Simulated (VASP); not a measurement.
An input for Quantum ESPRESSO's pw.x (written as the equivalent of a VASP run, and not itself run):

```
&CONTROL
  calculation = 'scf'
  pseudo_dir = './pseudo'
  outdir = './out'
  tprnfor = .true.
  tstress = .true.
/
&SYSTEM
  ibrav = 0
  nat = 6
  ntyp = 2
  ecutwfc = 84
  occupations = 'tetrahedra'
  input_dft = 'vdw-df2-b86r'
/
&ELECTRONS
  conv_thr = 7.3e-09
  electron_maxstep = 100
/
ATOMIC_SPECIES
  Mg 24.305 Mg.upf
  H 1.008 H.upf
CELL_PARAMETERS angstrom
     4.4885196    0.0000000    0.0000000
    -0.0000000    4.4885196    0.0000000
     0.0000000    0.0000000    2.9992004
ATOMIC_POSITIONS crystal
  Mg   1.0000000  0.0000000  1.0000000
  Mg   0.5000000  0.5000000  0.5000000
  H    0.3042068  0.3042068  0.0000000
  H    0.8042068  0.1957932  0.5000000
  H    0.1957932  0.8042068  0.5000000
  H    0.6957932  0.6957932  1.0000000
K_POINTS automatic
  6 6 8 0 0 0
```

Translate this input to VASP (INCAR, KPOINTS, POSCAR, choice of POTCAR).

Several could match; the one computed here: 
### POSCAR
```
MgH2
1
    4.4885196240     0.0000000000     0.0000000000
   -0.0000000000     4.4885196240     0.0000000000
    0.0000000000     0.0000000000     2.9992003638
Mg H
2 4
Direct
  1.0000000000   0.0000000000   1.0000000000
  0.5000000000   0.5000000000   0.5000000000
  0.3042068298   0.3042068298   0.0000000000
  0.8042068298   0.1957931702   0.5000000000
  0.1957931702   0.8042068298   0.5000000000
  0.6957931702   0.6957931702   1.0000000000
```

INCAR:
```
AGGAC=0.0
ALGO=Normal
EDIFF=1E-7
ENCUT=520
GGA=MK
ISIF=2
ISMEAR=-5
LASPH=.TRUE.
LCHARG=.TRUE.
LEFG=.TRUE.
LORBIT=11
LREAL=.FALSE.
LUSE_VDW=.TRUE.
LWAVE=.FALSE.
NEDOS=601
NELM=100
PARAM1=0.1234568
PARAM2=0.7114
PREC=Accurate
SYSTEM=MgH2
ZAB_VDW=-1.8867
```

File KPOINTS:
```
Automatic mesh
0
Gamma
6 6 8
0 0 0
```

POTCAR, in this order: Mg H (PBE.64 set). Program: vasp_std.

Limits of the translation: the potentials are each code's own (VASP's PAW set, PseudoDojo norm-conserving files in pw.x), so ENCUT and ecutwfc are chosen apart and not converted; conv_thr bounds pw.x's estimated SCF error, while EDIFF bounds the energy change between steps; the field gradients of LEFG aren't asked of the other code.

The compound is MgH2 in the rutile structure. It was relaxed first.
